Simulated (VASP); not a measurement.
VASP runs on MnS (space group Fm-3m) share one base input (PBEsol GGA, plane waves, VASP's PBE PAW potentials (set 64)) and change the settings named in each case.

### INCAR
```
ALGO = Normal
EDIFF = 1E-6
ENCUT = 300
GGA = PS
ISIF = 2
ISMEAR = -1
ISPIN = 2
LASPH = .TRUE.
LCHARG = .FALSE.
LMAXMIX = 4
LORBIT = 11
LREAL = .FALSE.
LWAVE = .FALSE.
MAGMOM = 5.0 -5.0 2*0.0
NELM = 100
PREC = Accurate
SIGMA = 0.02
SYSTEM = MnS
```

**POSCAR**
```
MnS
1
    5.2685460000     2.6342730000     2.6342730000
    2.6342730000     5.2685460000     2.6342730000
    2.6342730000     2.6342730000     5.2685460000
Mn S
2 2
Direct
  0.0000000000   0.0000000000   0.0000000000
  0.5000000000   0.5000000000   0.5000000000
  0.2500000000   0.2500000000   0.2500000000
  0.7500000000   0.7500000000   0.7500000000
```

File KPOINTS:
```
Automatic mesh
0
Gamma
4 4 4
0 0 0
```

POTCAR, in this order: Mn_pv S (PBE.64 set). Program: vasp_std.

```
change                                                                 E(σ→0) (eV/atom)  pressure (GPa)
---------------------------------------------------------------------  ----------------  --------------
base run                                                                        -7.4476           -9.10
GGA removed, POTCAR Mn_pv S (LDA.64 set)                                        -7.4871      (withheld)
KPOINTS 1×1×1 Γ-centred mesh                                                    -5.5339           -3.93
LDAU = .TRUE., LDAUJ = 0 0, LDAUL = 2 -1, LDAUTYPE = 2, LDAUU = 7.0 0           -6.5346           -1.17
```

Problem. Complete the blanks.

Solution. 
- GGA removed, POTCAR Mn_pv S (LDA.64 set), pressure (GPa): -12.82

Energies of different potentials or functionals have different zeros.  At 300 eV the pressure can carry a Pulay error.

Left out are runs that ran out of time, are held back, or changed the cell or the kind of run, fixed moments of cells without a moment, rows past the twelfth, gaps on odd meshes, pressures of charged cells and columns that move by less than the noise.

The structure is a typed MnS crystal (Fm-3m). The cell was not relaxed at this level, its lattice was scaled by up to 2.5 %. The spin order is the one that the start imposed; others were not tried in this run.
